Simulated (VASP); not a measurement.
Crystal: InSbO2.

```
In Sb O
1.0
     3.82900    0.00000    0.00000
     0.00000    3.82900    0.00000
     0.00000    0.00000    9.63200
In Sb O
2 2 4
Direct
  0.00000 0.50000 0.90345
  0.50000 0.00000 0.09655
  0.50000 0.00000 0.64815
  0.00000 0.50000 0.35185
  0.50000 0.50000 0.74201
  0.00000 0.00000 0.74201
  0.00000 0.00000 0.25799
  0.50000 0.50000 0.25799
```

The cell was built by a generator and needn't be a form met in nature.

```yaml
Program: VASP 6.6.1
Task: relaxation of cell and atoms
Functional: PBE
Potentials_or_basis: VASP PAW PBE potentials, release 64 (In_d, Sb, O)
Cutoff: 520 eV
k_mesh: 8 × 8 × 4
Occupations: gaussian, width 0.1 eV
Spin: no spin polarisation
```

At the start: pressure 0.0 GPa; volume 17.65 Å³/atom.

Where does the relaxation end?

Over 23 steps the energy falls by 2.4 meV/atom and the volume is 18.11 Å³/atom (+2.6 %); space group P4/nmm (No. 129, to 0.05 Å).

Step by step:
| step | energy change (eV) | largest force (eV/Å) | pressure (GPa) | volume (Å³) |
| --- | --- | --- | --- | --- |
| 1 | 0.0000 | 0.1729 | 0.04 | 141.22 |
| 2 | -0.0044 | 0.0772 | 0.17 | 141.30 |
| 3 | -0.0066 | 0.0560 | 0.34 | 141.41 |
| 4 | -0.0082 | 0.1153 | -0.13 | 142.39 |
| 5 | -0.0082 | 0.1258 | -0.21 | 142.56 |
| 6 | -0.0093 | 0.0846 | -0.21 | 142.83 |
| 7 | -0.0104 | 0.0469 | -0.18 | 143.26 |
| 8 | -0.0105 | 0.1030 | -0.11 | 144.11 |
| 9 | -0.0108 | 0.0762 | -0.13 | 143.70 |
| 10 | -0.0125 | 0.0664 | -0.06 | 143.75 |
| 11 | -0.0150 | 0.0940 | 0.29 | 143.89 |
| 12 | -0.0162 | 0.0618 | -0.09 | 144.47 |
| 13 | -0.0162 | 0.0720 | -0.11 | 144.53 |
| 14 | -0.0169 | 0.0617 | -0.13 | 144.64 |
| 15 | -0.0176 | 0.0454 | -0.16 | 144.95 |
| 16 | -0.0182 | 0.0415 | 0.15 | 144.61 |
| 17 | -0.0182 | 0.0411 | 0.14 | 144.62 |
| 18 | -0.0188 | 0.0057 | 0.07 | 144.69 |
| 19 | -0.0189 | 0.0178 | 0.05 | 144.72 |
| 20 | -0.0190 | 0.0155 | -0.01 | 144.86 |
| 21 | -0.0190 | 0.0146 | -0.03 | 144.92 |
| 22 | -0.0190 | 0.0102 | 0.02 | 144.89 |
| 23 | -0.0190 | 0.0051 | 0.00 | 144.90 |

Final structure:
```cif
data_structure
_symmetry_space_group_name_H-M 'P 1'
_symmetry_Int_Tables_number 1
_cell_length_a 3.8420
_cell_length_b 3.8420
_cell_length_c 9.8165
_cell_angle_alpha 90.000
_cell_angle_beta 90.000
_cell_angle_gamma 90.000
_cell_volume 144.90
loop_
_atom_site_label
_atom_site_type_symbol
_atom_site_fract_x
_atom_site_fract_y
_atom_site_fract_z
_atom_site_occupancy
In1 In 0.00000 0.50000 0.90425 1
In2 In 0.50000 0.00000 0.09575 1
Sb1 Sb 0.50000 0.00000 0.65762 1
Sb2 Sb 0.00000 0.50000 0.34238 1
O1 O 0.50000 0.50000 0.74922 1
O2 O 0.00000 0.00000 0.74922 1
O3 O 0.00000 0.00000 0.25078 1
O4 O 0.50000 0.50000 0.25078 1
```
